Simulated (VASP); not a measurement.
An input for Quantum ESPRESSO's pw.x (written as the equivalent of a VASP run, and not itself run):

```
&CONTROL
  calculation = 'scf'
  pseudo_dir = './pseudo'
  outdir = './out'
  tprnfor = .true.
  tstress = .true.
/
&SYSTEM
  ibrav = 0
  nat = 5
  ntyp = 3
  ecutwfc = 84
  occupations = 'smearing'
  smearing = 'gaussian'
  degauss = 0.003675
  input_dft = 'vdw-df2-b86r'
/
&ELECTRONS
  conv_thr = 7.3e-09
  electron_maxstep = 100
/
ATOMIC_SPECIES
  Ba 137.327 Ba.upf
  Ti 47.867 Ti.upf
  O 15.999 O.upf
CELL_PARAMETERS angstrom
     4.0487616    0.0000000    0.0000000
     0.0000000    4.0487616    0.0000000
     0.0000000    0.0000000    4.0487616
ATOMIC_POSITIONS crystal
  Ba   0.0000000  0.0000000  0.0000000
  Ti   0.5000000  0.5000000  0.5000000
  O    0.5000000  0.0000000  0.5000000
  O    0.0000000  0.5000000  0.5000000
  O    0.5000000  0.5000000  0.0000000
K_POINTS automatic
  6 6 6 0 0 0
```

### Question
Write the VASP files for the same calculation (rev-vdW-DF2).

### Answer
This is not unique; one that fits is 
### KPOINTS
```
Automatic mesh
0
Gamma
6 6 6
0 0 0
```

File POSCAR:
```
BaTiO3
1
    4.0487616452     0.0000000000     0.0000000000
    0.0000000000     4.0487616452     0.0000000000
    0.0000000000     0.0000000000     4.0487616452
Ba Ti O
1 1 3
Direct
  0.0000000000   0.0000000000   0.0000000000
  0.5000000000   0.5000000000   0.5000000000
  0.5000000000   0.0000000000   0.5000000000
  0.0000000000   0.5000000000   0.5000000000
  0.5000000000   0.5000000000   0.0000000000
```

INCAR:
```
AGGAC = 0.0
ALGO = Normal
EDIFF = 1E-7
ENCUT = 520
GGA = MK
ISIF = 2
ISMEAR = 0
LASPH = .TRUE.
LCHARG = .FALSE.
LMAXMIX = 4
LREAL = .FALSE.
LUSE_VDW = .TRUE.
LWAVE = .FALSE.
NELM = 100
PARAM1 = 0.1234568
PARAM2 = 0.7114
PREC = Accurate
SIGMA = 0.05
SYSTEM = BaTiO3
ZAB_VDW = -1.8867
```

POTCAR, in this order: Ba_sv Ti_sv O (PBE.64 set). Program: vasp_std.

The two are equivalent in intent, not identical: the potentials are each code's own (VASP's PAW set, PseudoDojo norm-conserving files in pw.x), so ENCUT and ecutwfc are chosen apart and not converted; conv_thr bounds pw.x's estimated SCF error, while EDIFF bounds the energy change between steps.

The compound is BaTiO3 in the cubic perovskite structure, the ideal cubic form; the compound distorts at low or room temperature. This cell is one point of a volume scan, at 1.03 of the reference volume.
